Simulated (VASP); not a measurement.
# LiIrRh2: the relaxed cell at several levels, part 3 of 4

Aim: relax LiIrRh2 with several functionals and dispersion schemes, and compare the cells. The cell is invented: it takes the structure of a Materials Project entry for LiRh3 (space group 139 there), with some of its atoms replaced by other elements, volume scaled by an estimate. It may not be a known or stable phase. LASPH is on for some levels and off for others; the table marks which.

VASP 6.6.1, plane waves and PAW; the level of theory is named at each step.

So far. Step 3 (Relaxation with PBE): It ends with forces that vanish by symmetry and a pressure of 0.06 GPa. The conventional cell has a = 3.786 and c = 7.522 Å. Step 4 (Relaxation with LDA): It ends at 12.75 Å³/atom, -5.4 % from the start, with 0.01 GPa left. The conventional cell has a = 3.710 and c = 7.412 Å.

### 5. Relaxation with PBEsol

This step: PBEsol; plane waves and PAW (Ir, Rh_pv, Li_sv); invented cell (VASP 6.6.1).

PBEsol restores the gradient expansion of exchange and is tuned for the cells of solids.

Input file INCAR:

```
SYSTEM = LiIrRh2
PREC = Accurate
ENCUT = 700
EDIFF = 1E-06
NELM = 100
ISMEAR = -1
SIGMA = 0.05
LREAL = .FALSE.
ALGO = Normal
GGA = PS
NBANDS = 27
LORBIT = 11
LWAVE = .FALSE.
LCHARG = .FALSE.
KPAR = 2
IBRION = 2
NSW = 60
ISIF = 3
EDIFFG = -0.01
```

Input file POSCAR:

```
LiIrRh2
1.0
   -1.8929490269      1.8929490269      3.7639195962
    1.8929490269     -1.8929490269      3.7639195962
    1.8929490269      1.8929490269     -3.7639195962
Ir Rh Li
1 2 1
Direct
    0.5000000000      0.5000000000      0.0000000000
    0.7500000000      0.2500000000      0.5000000000
    0.2500000000      0.7500000000      0.5000000000
    0.0000000000      0.0000000000      0.0000000000
```

Input file KPOINTS:

```
Automatic mesh
0
Gamma
8 8 8
0 0 0
```

PAW data sets: Ir, Rh_pv and Li_sv (PBE family, release 64).

On the command line:

```sh
mpirun -np 2 vasp_std
```

The program printed:

```text
[banner, memory and clock lines left out]
running    2 mpi-ranks, on    1 nodes
[...]
[... a notice as in an earlier step ...]

 LDA part: xc-table for (Slater+PW92), standard interpolation
 POSCAR, INCAR and KPOINTS ok, starting setup
[...]
entering main loop
       N       E                     dE             d eps       ncg     rms          rms(c)
DAV:   1     0.529058908409E+03    0.52906E+03   -0.28034E+04  3186   0.211E+03
DAV:   2    -0.687939382074E+01   -0.53594E+03   -0.52457E+03  3209   0.563E+02
DAV:   3    -0.293266935691E+02   -0.22447E+02   -0.20939E+02  3597   0.117E+02
DAV:   4    -0.306590802581E+02   -0.13324E+01   -0.13225E+01  5358   0.234E+01
[...]
DAV:  11    -0.282045042201E+02   -0.95642E-05   -0.53691E-05  4165   0.519E-02    0.155E-02
DAV:  12    -0.282045050506E+02   -0.83046E-06   -0.12390E-05  4093   0.222E-02    0.429E-03
DAV:  13    -0.282045045034E+02    0.54720E-06   -0.86663E-07  2053   0.765E-03
   1 F= -.28204505E+02 E0= -.28190452E+02  d E =-.282045E+02
[... from here on, the cycles between the ionic steps are left out ...]
   2 F= -.28111943E+02 E0= -.28100101E+02  d E =0.925611E-01
   3 F= -.28255028E+02 E0= -.28241873E+02  d E =-.505238E-01
   4 F= -.28255044E+02 E0= -.28241905E+02  d E =-.505392E-01
   5 F= -.28255067E+02 E0= -.28241927E+02  d E =-.235713E-04
 trial-energy change:   -0.000024  1 .order   -0.000025   -0.000031   -0.000018
 step:   2.1067(harm=  2.1067)  dis= 0.00000  next Energy=   -28.255081 (dE=-0.372E-04)
 reached required accuracy - stopping structural energy minimisation
```

Run time: 5.7 min. Hardware: 2 MPI ranks of AMD EPYC 7R43, shared host; peak memory 0.61 GiB; 11 min of CPU time.

From OUTCAR (step 5):

```text
  Total       -0.0057849     -0.0057849      0.0335838      0.0000000     -0.0000000      0.0000000
  in kB       -0.1783753     -0.1783753      1.0355353      0.0000000     -0.0000000      0.0000000
  external PRESSURE =       0.2262616 kB  Pullay stress =       0.0000000 kB

 POSITION                                       TOTAL-FORCE (eV/Angst)
 -----------------------------------------------------------------------------------
      0.00000      0.00000      3.71669         0.000000     -0.000000      0.000000
      0.00000      1.86952      1.85835        -0.000000      0.000000      0.000000
      1.86952      0.00000      1.85835        -0.000000      0.000000     -0.000000
      0.00000      0.00000     -0.00000         0.000000     -0.000000      0.000000
 -----------------------------------------------------------------------------------
    total drift:                                0.000000     -0.000000     -0.000000

  FREE ENERGIE OF THE ION-ELECTRON SYSTEM (eV)
  ---------------------------------------------------
  free  energy   TOTEN  =       -28.2550673236 eV

  energy  without entropy=      -28.2287864261  energy(sigma->0) =      -28.24192687

[... 2 parts as in an earlier step ...]

[... 2 further parts left out ...]
[key lines of the parts left out:]
E-fermi :   9.0636
```

The PAW data sets were made with PBE, which is usual practice but a small mismatch for other functionals.

The steps of the relaxation:

```tsv
step	energy less that of the first step (eV)	largest force (eV/Å)	pressure (GPa)	volume (Å³)
1	0.0000	0.0000	-7.86	53.95
2	0.0926	0.0000	16.06	48.94
3	-0.0505	0.0000	-0.16	52.00
4	-0.0505	0.0000	0.01	51.96
5	-0.0506	0.0000	0.02	51.96
```

```tsv
conventional cell, symmetrised	before	after	change
a (Å)	3.786	3.739	-1.2 %
b (Å)	3.786	3.739	-1.2 %
c (Å)	7.528	7.433	-1.3 %
volume (Å³/atom)	13.49	12.99	-3.7 %
```

Final coordinates:

```
Ir Rh Li
1.0
    -1.86952    1.86952    3.71669
     1.86952   -1.86952    3.71669
     1.86952    1.86952   -3.71669
Ir Rh Li
1 2 1
Direct
  0.50000 0.50000 0.00000
  0.75000 0.25000 0.50000
  0.25000 0.75000 0.50000
  0.00000 0.00000 0.00000
```

It ends at 12.99 Å³/atom, -3.7 % from the start, with 0.02 GPa left. The conventional cell has a = 3.739 and c = 7.433 Å.

### 6. Relaxation with r2SCAN

This step: r2SCAN; plane waves and PAW (Ir, Rh_pv, Li_sv); invented cell (VASP 6.6.1).

r2SCAN adds the kinetic-energy density, costs more than a GGA and is run with LASPH.

INCAR: that of step 5 with these lines changed.

```diff
@@ -9,3 +9,4 @@
 ALGO = Normal
-GGA = PS
+METAGGA = R2SCAN
+LASPH = .TRUE.
 NBANDS = 27
```

POSCAR is that of step 5.

KPOINTS is that of step 5.

On the command line:

```sh
mpirun -np 2 vasp_std
```

The program printed:

```text
[banner, memory and clock lines left out]
running    2 mpi-ranks, on    1 nodes
[...]
[... a notice as in an earlier step ...]

 LDA part: xc-table for (None), standard interpolation
 POSCAR, INCAR and KPOINTS ok, starting setup
[...]
entering main loop
       N       E                     dE             d eps       ncg     rms          rms(c)
DAV:   1     0.462005300596E+03    0.46201E+03   -0.28808E+04  3186   0.217E+03
DAV:   2    -0.923410381979E+02   -0.55435E+03   -0.54273E+03  3217   0.578E+02
DAV:   3    -0.115596712989E+03   -0.23256E+02   -0.21774E+02  3586   0.122E+02
DAV:   4    -0.117053430966E+03   -0.14567E+01   -0.14464E+01  5436   0.240E+01
[...]
DAV:  12    -0.103424166491E+03    0.18384E-04   -0.65213E-05  3770   0.735E-02    0.931E-03
DAV:  13    -0.103424162244E+03    0.42472E-05   -0.53290E-06  3639   0.151E-02    0.311E-03
DAV:  14    -0.103424161630E+03    0.61368E-06   -0.39129E-07  1926   0.486E-03
   1 F= -.10342416E+03 E0= -.10341180E+03  d E =-.103424E+03
[...]
DAV:  10    -0.103401565671E+03    0.12895E-05   -0.17770E-07  1836   0.370E-03    0.806E-04
DAV:  11    -0.103401565448E+03    0.22278E-06   -0.46824E-08  1758   0.219E-03
   2 F= -.10340157E+03 E0= -.10339032E+03  d E =0.225962E-01
 trial-energy change:    0.022596  1 .order    0.024416   -0.065127    0.113959
 step:   0.3780(harm=  0.3637)  dis= 0.00000  next Energy=  -103.436569 (dE=-0.124E-01)
[...]
N       E                     dE             d eps       ncg     rms          rms(c)
DAV:   1    -0.104249600942E+03   -0.84804E+00   -0.12916E+01  3225   0.369E+01    0.664E+00
DAV:   2    -0.104017122915E+03    0.23248E+00   -0.75401E+00  3562   0.264E+01    0.572E+00
DAV:   3    -0.103432178497E+03    0.58494E+00   -0.22721E+00  3983   0.174E+01    0.165E+00
DAV:   4    -0.103435976517E+03   -0.37980E-02   -0.10099E-01  3475   0.320E+00    0.768E-01
[...]
DAV:   8    -0.103436659732E+03   -0.22501E-04   -0.65457E-06  3654   0.203E-02    0.601E-03
DAV:   9    -0.103436666027E+03   -0.62956E-05   -0.13576E-06  2157   0.107E-02    0.177E-03
DAV:  10    -0.103436666701E+03   -0.67370E-06   -0.20020E-07  1734   0.542E-03
   3 F= -.10343667E+03 E0= -.10342474E+03  d E =-.125051E-01
[...]
reached required accuracy - stopping structural energy minimisation
```

Elapsed: 19 min, on 2 MPI ranks; peak memory 0.66 GiB; 37 min of CPU time.

OUTCAR, selected parts (step 6):

```text
  Total       -0.0320758     -0.0320758      0.0066293      0.0000000     -0.0000000     -0.0000000
  in kB       -0.9702825     -0.9702825      0.2005358      0.0000000     -0.0000000     -0.0000000
  external PRESSURE =      -0.5800097 kB  Pullay stress =       0.0000000 kB

 POSITION                                       TOTAL-FORCE (eV/Angst)
 -----------------------------------------------------------------------------------
      0.00000      0.00000      3.73981        -0.000000     -0.000000     -0.000000
      0.00000      1.88166      1.86990        -0.000000      0.000000      0.000000
      1.88166      0.00000      1.86990         0.000000     -0.000000      0.000000
      0.00000      0.00000      0.00000        -0.000000     -0.000000     -0.000000
 -----------------------------------------------------------------------------------
    total drift:                                0.000000     -0.000000     -0.000000

  FREE ENERGIE OF THE ION-ELECTRON SYSTEM (eV)
  ---------------------------------------------------
  free  energy   TOTEN  =      -103.4366667009 eV

  energy  without entropy=     -103.4128228076  energy(sigma->0) =     -103.42474475

[... 2 parts as in an earlier step ...]

[... 2 further parts left out ...]
[key lines of the parts left out:]
E-fermi :   8.7911
```

Relaxation path:

```tsv
step	energy less that of the first step (eV)	largest force (eV/Å)	pressure (GPa)	volume (Å³)
1	0.0000	0.0000	-3.98	53.95
2	0.0226	0.0000	7.31	51.37
3	-0.0125	0.0000	-0.06	52.97
```

```tsv
conventional cell, symmetrised	before	after	change
a (Å)	3.786	3.763	-0.6 %
b (Å)	3.786	3.763	-0.6 %
c (Å)	7.528	7.480	-0.6 %
volume (Å³/atom)	13.49	13.24	-1.8 %
```

The relaxed structure:

```cif
data_structure
_symmetry_space_group_name_H-M 'P 1'
_symmetry_Int_Tables_number 1
_cell_length_a 4.5899
_cell_length_b 4.5899
_cell_length_c 4.5899
_cell_angle_alpha 131.596
_cell_angle_beta 131.596
_cell_angle_gamma 70.868
_cell_volume 52.97
loop_
_atom_site_label
_atom_site_type_symbol
_atom_site_fract_x
_atom_site_fract_y
_atom_site_fract_z
_atom_site_occupancy
Ir1 Ir 0.50000 0.50000 0.00000 1
Rh2 Rh 0.75000 0.25000 0.50000 1
Rh3 Rh 0.25000 0.75000 0.50000 1
Li4 Li 0.00000 0.00000 0.00000 1
```

It ends at 13.24 Å³/atom, -1.8 % from the start, with -0.06 GPa left. The conventional cell has a = 3.763 and c = 7.480 Å.

### 7. Relaxation with PBE + D3(BJ)

This step: PBE with D3(BJ); plane waves and PAW (Ir, Rh_pv, Li_sv); invented cell (VASP 6.6.1).

A dispersion term adds the long-range attraction that semilocal functionals lack. D3 with Becke-Johnson damping keeps a finite attraction at short range.

INCAR: that of step 6 with these lines changed.

```diff
@@ -9,4 +9,4 @@
 ALGO = Normal
-METAGGA = R2SCAN
-LASPH = .TRUE.
+GGA = PE
+IVDW = 12
 NBANDS = 27
```

POSCAR is that of step 6.

KPOINTS is that of step 6.

On the command line:

```sh
mpirun -np 2 vasp_std
```

The program printed:

```text
[... set-up lines as in an earlier step ...]
 entering main loop
       N       E                     dE             d eps       ncg     rms          rms(c)
[... 13 cycles as in an earlier step ...]
   1 F= -.27850520E+02 E0= -.27836598E+02  d E =-.278505E+02
[...]
2 F= -.27785536E+02 E0= -.27773590E+02  d E =0.649840E-01
[...]
3 F= -.27890039E+02 E0= -.27876931E+02  d E =-.395189E-01
[...]
4 F= -.27890045E+02 E0= -.27876953E+02  d E =-.395254E-01
[...]
5 F= -.27890133E+02 E0= -.27877036E+02  d E =-.876665E-04
[...]
6 F= -.27890161E+02 E0= -.27877054E+02  d E =-.115349E-03
[...]
reached required accuracy - stopping structural energy minimisation
```

It took 6.4 min on 2 MPI ranks; peak memory 0.66 GiB.

Parts of OUTCAR (step 7):

```text
 Edisp (eV)   -2.29999

 Edisp (eV)   -2.30026

  Total       0.02147     0.02147     0.00733     0.00000     0.00000    -0.00000
  in kB       0.65962     0.65962     0.22503     0.00000     0.00000    -0.00000
  external pressure =        0.51 kB  Pullay stress =        0.00 kB

 POSITION                                       TOTAL-FORCE (eV/Angst)
 -----------------------------------------------------------------------------------
      0.00000      0.00000      3.72889         0.000000      0.000000      0.000000
     -0.00000      1.87000      1.86445         0.000000     -0.000000     -0.000000
      1.87000     -0.00000      1.86445        -0.000000     -0.000000      0.000000
      0.00000     -0.00000      0.00000         0.000000      0.000000      0.000000
 -----------------------------------------------------------------------------------
    total drift:                                0.000000     -0.000000     -0.000000

  FREE ENERGIE OF THE ION-ELECTRON SYSTEM (eV)
  ---------------------------------------------------
  free  energy   TOTEN  =       -27.8901606919 eV

  energy  without entropy=      -27.8639467848  energy(sigma->0) =      -27.87705374

[... 2 parts as in an earlier step ...]

[... 2 further parts left out ...]
[key lines of the parts left out:]
E-fermi :   9.1615
```

Dispersion corrections of this kind ignore metallic screening and tend to overbind metals.

It ends at 13.04 Å³/atom, -3.3 % from the start, with 0.05 GPa left. The conventional cell has a = 3.740 and c = 7.458 Å. Against plain PBE, the dispersion term moves a by -1.2 % and c by -0.9 %.

### 8. Relaxation with SCAN + D3(BJ)

This step: SCAN with D3(BJ); plane waves and PAW (Ir, Rh_pv, Li_sv); invented cell (VASP 6.6.1).

SCAN adds the kinetic-energy density; it is numerically more delicate than r2SCAN.

INCAR: that of step 7 with these lines changed.

```diff
@@ -9,4 +9,5 @@
 ALGO = Normal
-GGA = PE
+METAGGA = SCAN
 IVDW = 12
+LASPH = .TRUE.
 NBANDS = 27
```

POSCAR is that of step 7.

KPOINTS is that of step 7.

On the command line:

```sh
mpirun -np 2 vasp_std
```

The program printed:

```text
[... set-up lines as in an earlier step ...]
 entering main loop
       N       E                     dE             d eps       ncg     rms          rms(c)
DAV:   1     0.431001669568E+03    0.43100E+03   -0.28812E+04  3186   0.217E+03
DAV:   2    -0.127400316326E+03   -0.55840E+03   -0.54580E+03  3203   0.583E+02
DAV:   3    -0.150782507235E+03   -0.23382E+02   -0.21724E+02  3636   0.122E+02
DAV:   4    -0.152304137436E+03   -0.15216E+01   -0.15106E+01  5475   0.246E+01
[...]
DAV:  17    -0.141575783475E+03    0.12008E-04   -0.66239E-06  3984   0.251E-02    0.887E-03
DAV:  18    -0.141575780105E+03    0.33695E-05   -0.27478E-06  2401   0.177E-02    0.211E-03
DAV:  19    -0.141575779217E+03    0.88780E-06   -0.12352E-06  1852   0.101E-02
   1 F= -.14222981E+03 E0= -.14221692E+03  d E =-.142230E+03
[...]
2 F= -.14195024E+03 E0= -.14193985E+03  d E =0.279566E+00
[...]
3 F= -.14234685E+03 E0= -.14233492E+03  d E =-.117044E+00
[...]
soft stop encountered!  aborting job ...
   4 F= -.14234692E+03 E0= -.14233503E+03  d E =-.117114E+00
[...]
opt :   0.3869  next Energy=  -142.346925 (dE=-0.117E+00)
 deleting file STOPCAR
```

Elapsed: 31 min, on 2 MPI ranks; peak memory 0.69 GiB.

The run was stopped at its time limit, by a STOPCAR file.

By then 4 ionic steps had been finished.

More ranks or a longer limit would be the way on, or going on from the last geometry.

[end of part 3 of 4]

[Lines on the potential files, build, host, timing and source positions are cut from VASP's logs without a mark.]

[Logs are printed without paths, hosts, clocks, repeated set-up lines and the standing remarks that a program may print on its own settings, such as how far it seeks lower states.]

[Hosts, paths, dates, database ids (printed as entryN), source tags and the programs' standing remarks are cut or masked in the printed files.]

[A measured line is paired with the nearest computed mode of its activity, which favours agreement.]
